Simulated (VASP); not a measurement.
Calculation: vdW-DF2, VASP's PBE PAW potentials (set 64) (plane waves; VASP).

VASP input:

### KPOINTS
```
Automatic
0
G
 7 7 7
0 0 0
```

### INCAR
```
SYSTEM = Pt3Ti
PREC = Accurate; ENCUT = 520; LREAL = .False.
LASPH = .True.
EDIFF = 1E-6; NELM = 100; ALGO = Normal
LMAXMIX = 6
ISMEAR = 1; SIGMA = 0.1
GGA = ML; LUSE_VDW = .True.; AGGAC = 0.0
ZAB_VDW = -1.8867
IBRION = 2; NSW = 60; ISIF = 3
EDIFFG = -0.02
LWAVE = .False.; LCHARG = .False.
```

POSCAR:
```
Pt3Ti
1.0
  4.0630494875   0.0000000000   0.0000000000
  0.0000000000   4.0630494875   0.0000000000
  0.0000000000   0.0000000000   4.0630494875
Ti Pt
1 3
Cart
  0.0000000000   0.0000000000   0.0000000000
  0.0000000000   2.0315247437   2.0315247437
  2.0315247437   0.0000000000   2.0315247437
  2.0315247437   2.0315247437   0.0000000000
```

POTCAR, in this order: Ti_sv Pt (PBE.64 set). Program: vasp_std.

Unless said otherwise, spin-orbit coupling is left out, though it shifts the bands of the heavy elements here.

Question: Predict the energy per atom (σ→0), band gap (on the k-mesh).

Answer: 
```yaml
energy per atom (σ→0): -3.837 eV/atom
band gap (on the k-mesh): none (metal, semimetal or under 0.01 eV)
```

**OSZICAR**
```
...
DAV:   9    -0.153572560776E+02    0.18455E+00   -0.18416E+00  1569   0.675E+00    0.150E+00
DAV:  10    -0.153480786778E+02    0.91774E-02   -0.66611E-02  1409   0.183E+00    0.634E-01
DAV:  11    -0.153467274429E+02    0.13512E-02   -0.67209E-03  1467   0.502E-01    0.275E-01
DAV:  12    -0.153459712795E+02    0.75616E-03   -0.47234E-03  1598   0.344E-01    0.429E-02
DAV:  13    -0.153459824926E+02   -0.11213E-04   -0.23407E-04  1351   0.108E-01    0.309E-02
DAV:  14    -0.153459709554E+02    0.11537E-04   -0.82459E-05  1496   0.481E-02    0.936E-03
DAV:  15    -0.153459713346E+02   -0.37919E-06   -0.50198E-06  1176   0.165E-02
   1 F= -.15345971E+02 E0= -.15346509E+02  d E =-.153460E+02
```

The compound is Pt3Ti in the L1_2 structure. It was relaxed first, which changed the volume by +11 %. The start is the result of an earlier pass.
